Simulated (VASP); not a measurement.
```
AuGa3
1.0
    0.00000     3.27541     3.27541
    3.27541     0.00000     3.27541
    3.27541     3.27541     0.00000
Ga Au
3 1
Direct
  0.25000   0.25000   0.25000
  0.75000   0.75000   0.75000
  0.50000   0.50000   0.50000
  0.00000   0.00000   0.00000
```

Calculation: PBEsol GGA with spin-orbit coupling, VASP's PBE PAW potentials (set 64) (plane waves; VASP 6.6.1). Run with 400 eV cut-off, 7×7×7 Γ-centred mesh, Gaussian smearing of 0.050 eV, potentials Ga_d Au.

Problem. Estimate the energy per atom (σ→0), band gap (over mesh and band path) with the smallest direct gap where there is one.

Solution. 
```
Property                                                               Value
----------------------------------  ----------------------------------------
band gap (over mesh and band path)  none (metal, semimetal or under 0.01 eV)
energy per atom (σ→0)                                         -3570 meV/atom
```

The structure comes from a computed database's Ga3Au entry (Fm-3m); how it stands against other phases isn't given here. It was relaxed first, which changed the volume by -5 %.
